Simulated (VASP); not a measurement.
Consider the following.

```
ZrS2
1.0
    3.66000     0.00000     0.00000
   -1.83000     3.16965     0.00000
    0.00000     0.00000    18.73000
Zr S
2 4
Direct
  0.00000   0.00000   0.34463
  0.00000   0.00000   0.65537
  0.33333   0.66667   0.42232
  0.66667   0.33333   0.26695
  0.33333   0.66667   0.73305
  0.66667   0.33333   0.57768
```

All values below come from PBE GGA, VASP's PBE PAW potentials (set 64) (plane waves; VASP). Numerical set-up: 300 eV cut-off, 5×5×1 Γ-centred mesh, Gaussian smearing of 0.10 eV, potentials Zr_sv S.

At this cut-off the stress carries a Pulay error, which pulls relaxed volumes low. The cell holds a wide vacuum, so values per volume refer to the whole cell.

Question: Which forces act on the atoms, in eV/Å?

Answer: 
| atom | Fx | Fy | Fz |
|---|---|---|---|
| Zr1 | 0.000 | 0.000 | -0.050 |
| Zr2 | 0.000 | 0.000 | 0.050 |
| S3 | 0.000 | 0.000 | -0.037 |
| S4 | 0.000 | 0.000 | -0.068 |
| S5 | 0.000 | 0.000 | 0.068 |
| S6 | 0.000 | 0.000 | 0.037 |

Question: Give the stress tensor in GPa (positive for a compressed cell).

Answer: 
```
0.79  0.00  0.00
0.00  0.79  0.00
0.00  0.00  0.39
```
The pressure is its mean diagonal, 0.66 GPa.

The cell is a sheet with vacuum, built from a generated structure.
